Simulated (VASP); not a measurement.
```
CSi
1.0
    1.54610    -2.67792     0.00000
    1.54610     2.67792     0.00000
    0.00000     0.00000     5.07831
Si C
2 2
Direct
  0.66667   0.33333   0.49967
  0.33333   0.66667   0.99967
  0.66667   0.33333   0.87533
  0.33333   0.66667   0.37533
```

The numbers are results of optB88-vdW, VASP's PBE PAW potentials (set 64) (plane waves; VASP), not measurements. Numerical set-up: 520 eV cut-off, Gaussian smearing of 0.050 eV, potentials Si C.

Question: Give the energies of bands 3 to 11 at the high-symmetry points, in eV from the valence-band maximum.

Answer: 
| band | Γ | M | K | A | L | H |
|---|---|---|---|---|---|---|
| 3 | -8.53 | -7.68 | -6.55 | -4.37 | -8.12 | -7.64 |
| 4 | -1.30 | -6.21 | -6.22 | -4.37 | -8.12 | -7.64 |
| 5 | -1.30 | -5.31 | -6.22 | -0.70 | -2.40 | -5.48 |
| 6 | -0.12 | -3.26 | -3.94 | -0.70 | -2.40 | -5.48 |
| 7 | 0.00 | -3.18 | -3.94 | -0.70 | -2.30 | -1.73 |
| 8 | 0.00 | -1.19 | -3.73 | -0.70 | -2.30 | -1.73 |
| 9 | 4.77 | 2.89 | 2.45 | 5.84 | 3.37 | 5.11 |
| 10 | 6.10 | 4.31 | 8.19 | 5.84 | 3.37 | 5.11 |
| 11 | 6.62 | 6.82 | 8.85 | 7.33 | 5.30 | 6.09 |

The gap is indirect, 2.45 eV, from the valence maximum at Γ to the conduction minimum at K.

Measured: gap 3.33 eV (computed value off by -0.88 eV), as given by Daiki Deguchi et al., Japanese Journal of Applied Physics (2016), arXiv:1512.06930.

The compound is SiC in the wurtzite structure, the rare 2H polytype. It was relaxed first.
